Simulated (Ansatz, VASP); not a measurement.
**Cross-check of InH between VASP and Ansatz**

Wanted: the spread between two codes on one cell, functional and k mesh. The cell is generated by rule, not measured, and may not be a known phase. The cell is taken from a series of runs on this material, whose earlier steps may have relaxed, scaled, displaced or heated it; both programs get it as it stands.

Program: Ansatz 0.2.0. Level of theory: plane waves, with VASP 6.6.1 beside it; single point at PBEsol. Results are calculated unless marked as measured.

The structure was built from a prototype and need not be the compound's stable phase.

**1. The starting structure**

The structure is hexagonal, space group P6_3cm (No. 185). The conventional cell has a = 5.647 Å, b = 5.647 Å, c = 6.827 Å, α = 90.00°, β = 90.00°, γ = 120.00°. Nearest to In lie 1 H at 2.02 Å. Nearest to H lie 1 In at 2.02 Å. Farther neighbours are not listed.

As a file:

```cif
data_structure
_symmetry_space_group_name_H-M 'P6_3cm'
_symmetry_Int_Tables_number 185
_cell_length_a 5.6468
_cell_length_b 5.6468
_cell_length_c 6.8270
_cell_angle_alpha 90.000
_cell_angle_beta 90.000
_cell_angle_gamma 120.000
_cell_volume 188.52
loop_
_atom_site_label
_atom_site_type_symbol
_atom_site_symmetry_multiplicity
_atom_site_Wyckoff_symbol
_atom_site_fract_x
_atom_site_fract_y
_atom_site_fract_z
_atom_site_occupancy
In1 In 6 c 0.33342 0.00000 0.53963 1
H1 H 6 c 0.30854 0.00000 0.83537 1
```

**2. VASP: single point, PBEsol, pair 1**

With cell and atoms fixed, the geometry can't cause a difference; cores, projectors, grids and the points listed under the comparison can.

Lines of VASP's logs that name or quote its potential files are left out, and so is its time.

Input file INCAR:

```
SYSTEM = InH
PREC = Accurate
ENCUT = 500
EDIFF = 1E-06
NELM = 120
ISMEAR = 1
SIGMA = 0.2
LREAL = .FALSE.
ALGO = Normal
GGA = PS
NBANDS = 54
LORBIT = 11
LWAVE = .FALSE.
LCHARG = .FALSE.
ISIF = 2
LASPH = .TRUE.
GGA_COMPAT = .FALSE.
KPAR = 2
```

Input file POSCAR:

```
InH
1.0
    4.8902755167     -2.8234018859      0.0000000000
    4.8902755166      2.8234018860      0.0000000000
    0.0000000000      0.0000000000      6.8269828696
In H
6 6
Direct
    0.6667490931      0.3333333343      0.0396338471
    0.9999175639      0.6667490989      0.0396338471
    0.3333333285      0.9999175697      0.0396338471
    0.9999175639      0.3333333343      0.5396338471
    0.3333333285      0.6667490989      0.5396338471
    0.6667490931      0.9999175697      0.5396338471
    0.6418739970      0.3333333343      0.3353661529
    0.0247926600      0.6418740028      0.3353661529
    0.3333333285      0.0247926658      0.3353661529
    0.0247926600      0.3333333343      0.8353661529
    0.3333333285      0.6418740028      0.8353661529
    0.6418739970      0.0247926658      0.8353661529
```

Input file KPOINTS:

```
Automatic mesh
0
Gamma
9 9 6
0 0 0
```

The projector-augmented-wave data sets are In_d and H (PBE family, release 64).

Started as:

```sh
mpirun -np 2 vasp_std
```

Numbers of over 12 decimals in the logs are rounded to 6 here.

Log:

```text
[banner, memory and clock lines left out]
running    2 mpi-ranks, on    1 nodes
 distrk:  each k-point on    1 cores,    2 groups
 distr:  one band on    1 cores,    1 groups

 POSCAR found type information on POSCAR InH
 POSCAR found :  2 types and      12 ions
|                                                                             |
|               ----> ADVICE to this user running VASP <----                  |
|                                                                             |
|     You enforced a specific xc type in the INCAR file but a different       |
|     [... a line on the potential file left out ...]
|     I HOPE YOU KNOW WHAT YOU ARE DOING!                                     |
|                                                                             |

 LDA part: xc-table for (Slater+PW92), standard interpolation
 POSCAR, INCAR and KPOINTS ok, starting setup
 FFT: planning ... GRIDC
 FFT: planning ... GRID_SOFT
 FFT: planning ... GRID
 WAVECAR not read
 entering main loop
       N       E                     dE             d eps       ncg     rms          rms(c)
DAV:   1     0.873546170949E+03    0.87355E+03   -0.38150E+04  5202   0.202E+03
DAV:   2     0.826642367706E+02   -0.79088E+03   -0.77299E+03  5184   0.520E+02
DAV:   3    -0.272828336893E+02   -0.10995E+03   -0.10734E+03  5624   0.208E+02
DAV:   4    -0.338841808868E+02   -0.66013E+01   -0.65458E+01  6152   0.537E+01
DAV:   5    -0.341187488288E+02   -0.23457E+00   -0.23451E+00  7108   0.905E+00    0.862E+00
DAV:   6    -0.328813349128E+02    0.12374E+01   -0.15433E+00  6842   0.105E+01    0.441E+00
DAV:   7    -0.327352474281E+02    0.14609E+00   -0.13924E+00  7326   0.544E+00    0.111E+00
DAV:   8    -0.327302958648E+02    0.49516E-02   -0.14814E-01  6254   0.268E+00    0.599E-01
DAV:   9    -0.327311635404E+02   -0.86768E-03   -0.90591E-03  7436   0.681E-01    0.452E-01
DAV:  10    -0.327311344196E+02    0.29121E-04   -0.13417E-03  7128   0.204E-01    0.167E-01
DAV:  11    -0.327310140077E+02    0.12041E-03   -0.70945E-04  6542   0.231E-01    0.123E-01
DAV:  12    -0.327310214673E+02   -0.74595E-05   -0.10417E-04  6300   0.629E-02    0.160E-02
DAV:  13    -0.327310222759E+02   -0.80861E-06   -0.49971E-06  5532   0.958E-03
   1 F= -.32731022E+02 E0= -.32731692E+02  d E =0.200786E-02
```

OUTCAR, selected parts (step 2):

```text
ion  position               nearest neighbor table
   1  0.667  0.333  0.040-   7 2.02  12 2.29  11 2.29  10 2.46   2 3.26   3 3.26   2 3.26   3 3.26
                             3 3.26   2 3.26   4 3.90   4 3.90   6 3.90   6 3.90   5 3.90   5 3.90
   2  1.000  0.667  0.040-   8 2.02  10 2.29  11 2.29  12 2.46   1 3.26   1 3.26   3 3.26   3 3.26
                             3 3.26   1 3.26   6 3.90   6 3.90   4 3.90   4 3.90   5 3.90   5 3.90
   3  0.333  1.000  0.040-   9 2.02  10 2.29  12 2.29  11 2.46   1 3.26   2 3.26   1 3.26   2 3.26
                             2 3.26   1 3.26   5 3.90   5 3.90   4 3.90   4 3.90   6 3.90   6 3.90
   4  1.000  0.333  0.540-  10 2.02   8 2.29   9 2.29   7 2.46   6 3.26   5 3.26   6 3.26   5 3.26
                             5 3.26   6 3.26   1 3.90   1 3.90   2 3.90   2 3.90   3 3.90   3 3.90
   5  0.333  0.667  0.540-  11 2.02   7 2.29   8 2.29   9 2.46   4 3.26   6 3.26   6 3.26   4 3.26
                             6 3.26   4 3.26   3 3.90   3 3.90   1 3.90   1 3.90   2 3.90   2 3.90
   6  0.667  1.000  0.540-  12 2.02   7 2.29   9 2.29   8 2.46   4 3.26   4 3.26   5 3.26   5 3.26
                             5 3.26   4 3.26   2 3.90   2 3.90   1 3.90   1 3.90   3 3.90   3 3.90
   7  0.642  0.333  0.335-   1 2.02   6 2.29   5 2.29   4 2.46
   8  0.025  0.642  0.335-   2 2.02   4 2.29   5 2.29   6 2.46
   9  0.333  0.025  0.335-   3 2.02   4 2.29   6 2.29   5 2.46
  10  0.025  0.333  0.835-   4 2.02   2 2.29   3 2.29   1 2.46
  11  0.333  0.642  0.835-   5 2.02   1 2.29   2 2.29   3 2.46
  12  0.642  0.025  0.835-   6 2.02   1 2.29   3 2.29   2 2.46

  LATTYP: Found a hexagonal cell.
 ALAT       =     5.6468037719
 C/A-ratio  =     1.2089994881

 Subroutine GETGRP returns: Found 12 space group operations
 (whereof  3 operations were pure point group operations)

The static configuration has the point symmetry C_3 .
 The point group associated with its full space group is C_6v.

 Found     48 irreducible k-points:

   k-points           NKPTS =     48   k-points in BZ     NKDIM =     48   number of bands    NBANDS=     54

   dimension x,y,z NGX =    42 NGY =   42 NGZ =   50
   dimension x,y,z NGXF=    84 NGYF=   84 NGZF=  100

   ENCUT  =  500.0 eV  36.75 Ry    6.06 a.u.  10.30 10.30 12.45*2*pi/ulx,y,z

   NELECT =      84.0000    total number of electrons

 k-points in reciprocal lattice and weights: Automatic mesh
   0.00000000  0.00000000  0.00000000       0.002
   0.11111111  0.00000000  0.00000000       0.012
   0.22222222  0.00000000  0.00000000       0.012
   0.33333333  0.00000000  0.00000000       0.012
   0.44444444  0.00000000  0.00000000       0.012
   0.22222222  0.11111111  0.00000000       0.012
   0.33333333  0.11111111  0.00000000       0.025
   0.44444444  0.11111111  0.00000000       0.025
  -0.44444444  0.11111111  0.00000000       0.012
[...]
-0.44444444  0.22222222  0.50000000       0.025
  -0.33333333  0.33333333  0.50000000       0.004

 average (electrostatic) potential at core
       1 -95.0016       2 -95.0016       3 -95.0016       4 -95.0016       5 -95.0016
       6 -95.0016       7 -30.3919       8 -30.3919       9 -30.3919      10 -30.3919
      11 -30.3919      12 -30.3919

 E-fermi :   6.1295

 k-point     1 :       0.0000    0.0000    0.0000
  band No.  band energies     occupation
    ...
     39       4.7721      2.00000
     40       4.7721      2.00000
     41       4.8542      2.00000
     42       5.2958      2.00000
     43       5.2958      2.00000
     44       6.7395     -0.00014
     45       6.7395     -0.00014
     46       6.7662     -0.00006
     47       6.8571     -0.00000
     48       7.0496     -0.00000
    ...

 k-point     2 :       0.1111    0.0000    0.0000
  band No.  band energies     occupation
    ...
     40       4.8915      2.00000
     41       5.0943      2.00000
     42       5.2122      2.00000
     43       5.8125      2.04756
     44       6.0902      1.32529
     45       6.7130     -0.00029
     46       6.7352     -0.00016
     47       7.5015     -0.00000
     48       7.5684     -0.00000
     49       8.0419     -0.00000
    ...

 k-point     3 :       0.2222    0.0000    0.0000
  band No.  band energies     occupation
    ...
     39       3.9081      2.00000
     40       4.8908      2.00000
     41       5.0109      2.00000
     42       5.5210      2.00015
     43       5.8583      2.06652
     44       6.7363     -0.00015
     45       6.7571     -0.00008
     46       7.5020     -0.00000
     47       8.3267     -0.00000
     48       8.4589     -0.00000
    ...

  Total       -0.2977101     -0.2977101      0.6820795      0.0000000     -0.0000000     -0.0000000
  in kB       -2.5301094     -2.5301094      5.7966993      0.0000000     -0.0000000     -0.0000000
  external PRESSURE =       0.2454935 kB  Pullay stress =       0.0000000 kB

  energy-cutoff  :      500.00
  volume of cell :      188.52
      direct lattice vectors                 reciprocal lattice vectors
     4.890275517 -2.823401886  0.000000000     0.102243728 -0.177091332  0.000000000
     4.890275517  2.823401886  0.000000000     0.102243728  0.177091332  0.000000000
     0.000000000  0.000000000  6.826982870     0.000000000  0.000000000  0.146477590

 POSITION                                       TOTAL-FORCE (eV/Angst)
 -----------------------------------------------------------------------------------
      4.89068     -0.94137      0.27058         0.060239     -0.034779      0.005637
      8.15046     -0.94067      0.27058        -0.000000      0.069558      0.005637
      6.51996      1.88204      0.27058        -0.060239     -0.034779      0.005637
      6.51996     -1.88204      3.68407        -0.060239      0.034779      0.005637
      4.89068      0.94137      3.68407         0.060239      0.034779      0.005637
      8.15046      0.94067      3.68407         0.000000     -0.069558      0.005637
      4.76903     -0.87113      2.28954        -0.128920      0.074432     -0.005637
      3.26018      1.74227      2.28954         0.000000     -0.148864     -0.005637
      1.75133     -0.87113      2.28954         0.128920      0.074432     -0.005637
      1.75133      0.87113      5.70303         0.128920     -0.074432     -0.005637
      4.76903      0.87113      5.70303        -0.128920     -0.074432     -0.005637
      3.26018     -1.74227      5.70303        -0.000000      0.148864     -0.005637
 -----------------------------------------------------------------------------------
    total drift:                                0.000024     -0.000024     -0.001168

  FREE ENERGIE OF THE ION-ELECTRON SYSTEM (eV)
  ---------------------------------------------------
  free  energy   TOTEN  =       -32.7310222759 eV

  energy  without entropy=      -32.7330301384  energy(sigma->0) =      -32.73169156

 total charge
# of ion       s       p       d       tot
------------------------------------------
    1        0.983   0.512   9.866  11.361
    2        0.983   0.512   9.866  11.361
    3        0.983   0.512   9.866  11.361
    4        0.983   0.512   9.866  11.361
    5        0.983   0.512   9.866  11.361
    6        0.983   0.512   9.866  11.361
    7        0.458   0.011   0.000   0.469
    8        0.458   0.011   0.000   0.469
    9        0.458   0.011   0.000   0.469
   10        0.458   0.011   0.000   0.469
   11        0.458   0.011   0.000   0.469
   12        0.458   0.011   0.000   0.469
--------------------------------------------------
tot          8.647   3.137  59.196  70.980

[... 3 further parts left out ...]
```

The run ends at a pressure of 0.02 GPa, with forces up to 0.15 eV/Å.

**3. Ansatz: single point, PBEsol, pair 1**

Ansatz runs on its default PAW (the set named soft_2) files.

The same cell, functional, mesh and smearing now go to Ansatz, which takes its cutoff from its data sets.

Input file input.yaml:

```yaml
crystal:
  lattice:
    - [4.8902755167, -2.8234018859, 0.0]
    - [4.8902755166, 2.823401886, 0.0]
    - [0.0, 0.0, 6.8269828696]
  atoms:
    - { symbol: In, position: [0.666749096, 0.3333333333, 0.0396338466] }
    - { symbol: In, position: [-8.24302e-05, 0.6667491008, 0.0396338474] }
    - { symbol: In, position: [0.3333333372, -8.24341e-05, 0.0396338474] }
    - { symbol: In, position: [-8.24293e-05, 0.3333333333, 0.5396338466] }
    - { symbol: In, position: [0.3333333295, 0.6667491008, 0.5396338474] }
    - { symbol: In, position: [0.6667490969, -8.24341e-05, 0.5396338474] }
    - { symbol: H, position: [0.6418738802, 0.3333333333, 0.3353661994] }
    - { symbol: H, position: [0.0247923651, 0.6418738236, 0.3353661296] }
    - { symbol: H, position: [0.3333328553, 0.0247928431, 0.3353661296] }
    - { symbol: H, position: [0.0247927864, 0.3333333333, 0.8353661994] }
    - { symbol: H, position: [0.3333338113, 0.6418738236, 0.8353661296] }
    - { symbol: H, position: [0.6418743016, 0.0247928431, 0.8353661296] }
kpoints:
  mp_grid: { grid: [9, 9, 6] }
hamiltonian:
  xc: pbesol
scf:
  occupations: { method: methfessel_paxton, width: 0.2 }
output:
  forces: true
  stress: true
  eigenvalues: true
```

Started as:

```sh
ansatz run input.yaml --threads 4 --pin off --max-ram 7168MiB --backend cpu --events-out ev --progress --plain --runs-dir out
```

Log:

```text
Warning: the atoms were moved onto the symmetric positions of the space group found under crystal.symmetry.tolerance 1.0e-5 (fractional; no operation is sought that the atoms, as they stand in a round, miss by more than twice it, and no atom is moved by as much as it), and the run uses the moved positions. Before a round's move an operation carried an atom to 4.68e-6 Å from where it should land, the largest such dist [...]
Engine: ansatz 0.2.0, aarch64-unknown-linux-gnu
Pseudopotentials: kind: paw
Pseudopotential: In, paw, valence charge 13, recommended cutoff 420 eV (normal), In.paw.azcp
Pseudopotential: H, paw, valence charge 1, recommended cutoff 420 eV (normal), H.paw.azcp
Functional definition: PBEsol
  exchange = pbesol_x
  correlation = pbesol_c
Crystal: 12 atoms, lattice volume = 188.523 Å³
Basis set: ecut = 420 eV, 3683 PW (Γ), exchange–correlation on 80×80×96 points (8 copies of the dense FFT grid, shifted against one another)
Bands: 54, of which v1, the nominal top of the filled ones, is band 42 counted from 1 (41 counted from 0)
Symmetry: 12 space group operations
Space group: P63cm (ITA 185), of the structure as read, at distance tolerance 5.7e-5 Å
k-points: 48 of 486 (time reversal used)
Non-local potential: In, projectors of the file, l = 0: 2, l = 1: 2, l = 2: 2, l = 3: 2
Non-local potential: H, projectors of the file, l = 0: 2, l = 1: 1
PAW form: soft (Blöchl's): semilocal exchange-correlation on the pseudo side does not see the compensation charge
PAW frozen core: In, regenerated for the run's functional, and the local potential with it (the file was generated under x = pbe(κ = 0.804, μ = 0.219515), c = pbe(β = 0.066725))
PAW one-centre angular grid: In, 590 points (default); XC on 64 Gauss nodes
PAW one-centre angular grid: H, 110 points (default); XC on 64 Gauss nodes
Initial density: superposition of atomic densities (neutral atoms: chi_scale 0, normalization atom), corrected by the library's trained network
Initial wavefunctions: pseudopotential atomic-orbital guess
Functional: x = pbesol(κ = 0.804, μ = 0.123457), c = pbesol(β = 0.046)
SCF iter   1: F=—  HF=-33241.434581 eV  |F-HF|=—  |Δ(HF+E_count)|=         —  Δρ=8.35e-3  dr2=1.29e-1  ethr=1.77e-3  ⟨swp⟩=6.5  Hψ=10451  notcnv=0
preconditioner: auto → Kerker (q_TF=auto, 2.384 Å⁻¹)  [metal: Δε(μ)=0.046 eV  Ē_g=14.717 eV  σ=0.200 eV  W_gap=0.19  n_scr=40 (ndim 8)  ℏωp=24.8 eV  f_vac=0.000  D(μ)=3.64/eV (n_scr^D=22)]
SCF iter   2: F=—  HF=-33241.396837 eV  |F-HF|=—  |Δ(HF+E_count)|=   3.77e-2  S|Δr|=    0.00e0  Δρ=4.10e-3  dr2=3.58e-2  ethr=1.53e-4  ⟨swp⟩=1.0  Hψ=3024  notcnv=0
SCF iter   3: F=—  HF=-33241.385888 eV  |F-HF|=—  |Δ(HF+E_count)|=   1.09e-2  S|Δr|=    0.00e0  Δρ=7.36e-4  dr2=8.46e-4  ethr=4.26e-5  ⟨swp⟩=3.0  Hψ=4510  notcnv=0
SCF iter   4: F=—  HF=-33241.385997 eV  |F-HF|=—  |Δ(HF+E_count)|=   1.09e-4  S|Δr|=    0.00e0  Δρ=4.01e-4  dr2=2.45e-4  ethr=1.01e-6  ⟨swp⟩=2.0  Hψ=4399  notcnv=0
SCF iter   5: F=—  HF=-33241.385901 eV  |F-HF|=—  |Δ(HF+E_count)|=   9.58e-5  S|Δr|=    0.00e0  Δρ=1.19e-4  dr2=2.89e-5  ethr=2.91e-7  ⟨swp⟩=2.0  Hψ=3896  notcnv=0
SCF iter   6: F=—  HF=-33241.385981 eV  |F-HF|=—  |Δ(HF+E_count)|=   7.94e-5  S|Δr|=    0.00e0  Δρ=1.96e-5  dr2=8.51e-7  ethr=3.44e-8  ⟨swp⟩=2.0  Hψ=4395  notcnv=0
SCF iter   7: F=—  HF=-33241.385981 eV  |F-HF|=—  |Δ(HF+E_count)|=   5.24e-8  S|Δr|=    0.00e0  Δρ=5.54e-6  dr2=1.02e-7  ethr=1.19e-10  ⟨swp⟩=9.6  Hψ=10941  notcnv=0
SCF iter   8: F=-33241.385981 eV  HF=-33241.385981 eV  |F-HF|=1.38e-9  |Δ(HF+E_count)|=   1.69e-8  S|Δr|=    0.00e0  Δρ=2.08e-6  dr2=7.32e-9  ethr=1.19e-10  ⟨swp⟩=4.0  Hψ=7379  notcnv=0
SCF 1 converged in 8 iterations: F = -33241.385981 eV  dr2 = 7.32e-9
  greatest PAW one-centre occupation: 0.982 electrons in one spin orbital (limit 2), on the In atom at site 1 (counted from 0), in its partial waves of l = 2
SCF converged after 8 iterations
Stability not checked: this state was not tested for a lower state beside it, because cold or Methfessel-Paxton smearing, or corrected tetrahedra, fill the levels in a way that the test cannot read (fill_not_monotonic; see scf.lower_state_search)
Free energy (F): -33241.385981 eV
Harris-Foulkes:  -33241.385981 eV  (|F-HF|=1.38e-9)
Internal energy: -33241.388163 eV  (E = F + TS)
E sigma→0 (E₀):  -33241.386526 eV
Entropy (-TS):   0.002183 eV (0.182 meV/atom)
Fermi energy:    8.482514 eV
--- Per-component energies (eV) ---
  E_band       = -266.683315
  E_kinetic    = 1526.421280
  E_local      = -7049.588688  (includes V_loc(G=0)·N_el)
  E_nonlocal   = 2213.429453
  E_hartree    = 2754.354866
  E_xc         = -1334.989483
  E_vxc        = -668.722711  (∫ρ·V_xc dr)
  E_paw        = -24492.393411  (= ΣΔE_a)
  E_vpaw       = -1796.923856  (= ΣTr[D̂ρ^β])
  E_aug_tail   = -0.005931  (compensation charges beyond the density's cutoff)
  E_ewald      = -6860.031665
  E_core_change = 1.415415  (= ΣΔE_core)
  E_smearing   = 0.002183  (= −TS)
  E_closure    = 0.000000  (closes the sum)
  Σ components = -33241.385981   (vs F -33241.385981, Δ=0.00e0)
--- Forces (eV/Å), atoms counted from 1 ---
  atom   1  In     0.06011494    -0.03470738     0.00589335
  atom   2  In    -0.00000000     0.06941476     0.00589335
  atom   3  In    -0.06011494    -0.03470738     0.00589335
  atom   4  In    -0.06011494     0.03470738     0.00589335
  atom   5  In     0.06011494     0.03470738     0.00589335
  atom   6  In     0.00000000    -0.06941476     0.00589335
  atom   7  H     -0.12941724     0.07471908    -0.00590126
  atom   8  H      0.00000000    -0.14943815    -0.00590126
  atom   9  H      0.12941724     0.07471908    -0.00590126
  atom  10  H      0.12941724    -0.07471908    -0.00590126
  atom  11  H     -0.12941724    -0.07471908    -0.00590126
  atom  12  H     -0.00000000     0.14943815    -0.00590126
  max |Σ_I F_I| component: 4.75e-5 eV/Å
--- Stress (GPa, compression-positive) ---
       -0.154460       0.000000      -0.000000
        0.000000      -0.154460      -0.000000
        0.000000       0.000000       0.692732
  P = ⅓ Tr σ = 0.1279 GPa (1.279 kbar)
--- Band table (eV; the first three rows and the last of 48) ---
  k-point 0: bands = [... 38 lower, 7.1293, 7.1293, 7.2067, 7.6511, 7.6511, 9.0918, 9.0918, 9.1207, ... 8 higher]
  k-point 1: bands = [... 38 lower, 6.8647, 7.0921, 7.2875, 7.2875, 7.2967, 8.8795, 8.9816, 9.5494, ... 8 higher]
  k-point 2: bands = [... 38 lower, 6.5239, 6.7657, 6.7657, 7.2509, 7.5601, 7.9657, 8.3700, 8.4876, ... 8 higher]
  k-point 47: bands = [... 38 lower, 6.9829, 6.9829, 7.2593, 7.2593, 9.6545, 9.6545, 9.7786, 9.7786, ... 8 higher]
```

The run ends at a pressure of 0.13 GPa, with forces up to 0.15 eV/Å.

**4. Comparison**

Known differences besides the potentials themselves: the cutoff is 420 eV in Ansatz and 500 eV in VASP; Ansatz makes its cores anew for this functional, VASP keeps those of its PBE data sets. Total energies have different zeros and are not compared.

Both answers:

```
      quantity  Ansatz  VASP  difference
pressure (GPa)    0.13  0.02       +0.10
```

Forces on 7 of the 12 atoms, those with the largest forces and the largest differences (eV/Å; atoms numbered as in POSCAR):

```
atom          Ansatz x, y, z            VASP x, y, z
 In1    0.060, -0.035, 0.006    0.060, -0.035, 0.006
  H7   -0.129, 0.075, -0.006   -0.129, 0.074, -0.006
  H8   0.000, -0.149, -0.006   0.000, -0.149, -0.006
  H9    0.129, 0.075, -0.006    0.129, 0.074, -0.006
 H10   0.129, -0.075, -0.006   0.129, -0.074, -0.006
 H11  -0.129, -0.075, -0.006  -0.129, -0.074, -0.006
 H12    0.000, 0.149, -0.006    0.000, 0.149, -0.006
```

The forces differ by 0.3 meV/Å r.m.s., which is 0.4 % of the r.m.s. force of 0.067 eV/Å (both taken over all components).

(Continued in part 2 of 2.)

[Lines on the potential files, build, host, timing and source positions are cut from VASP's logs without a mark.]

[Logs are printed without paths, hosts, clocks, repeated set-up lines and the standing remarks that a program may print on its own settings, such as how far it seeks lower states.]

[Hosts, paths, dates, database ids (printed as entryN), source tags and the programs' standing remarks are cut or masked in the printed files.]
